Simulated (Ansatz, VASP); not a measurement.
# CsSrF3: VASP beside Ansatz

```
Cs Sr F
1.0
     4.90614    0.00000    0.00000
     0.00000    4.90614    0.00000
     0.00000    0.00000    4.62035
Cs Sr F
1 1 3
Cartesian
  0.0000 0.0000 0.0000
  2.4531 2.4531 2.3102
  0.0000 2.4531 2.3102
  2.4531 0.0000 2.3102
  2.4531 2.4531 0.0000
```

Change from the starting cell: strain +0.030 along x and y, -0.030 along z, atoms carried along.

Alike in both runs: task single point; functional LDA; k mesh 6 × 6 × 6; occupations gaussian, width 0.05 eV; no spin polarisation.

|  | VASP | Ansatz |
| --- | --- | --- |
| version | VASP 6.6.1 | Ansatz 0.2.0 |
| potentials or method | VASP PAW LDA potentials, release 64 (Cs_sv, Sr_sv, F) | scalar-relativistic, plane waves, PAW |
| plane-wave cutoff (eV) | 520 | 420 |
| valence electrons in the cell | 40 | 40 |

VASP gave:

* gap on the k mesh at the Fermi level (eV): 5.86
* least direct gap on the mesh (eV): 5.86
* pressure (GPa): -3.7
* largest component of the traceless stress (GPa): 2.96

Task: Which values does Ansatz return?

Result: gap on the k mesh at the Fermi level (eV): 5.89; least direct gap on the mesh (eV): 5.89; pressure (GPa): -3.9; largest component of the traceless stress (GPa): 2.80.

Caveats: spin-orbit coupling is left out, which moves the levels of the heavy elements. A k mesh can miss the band edges.
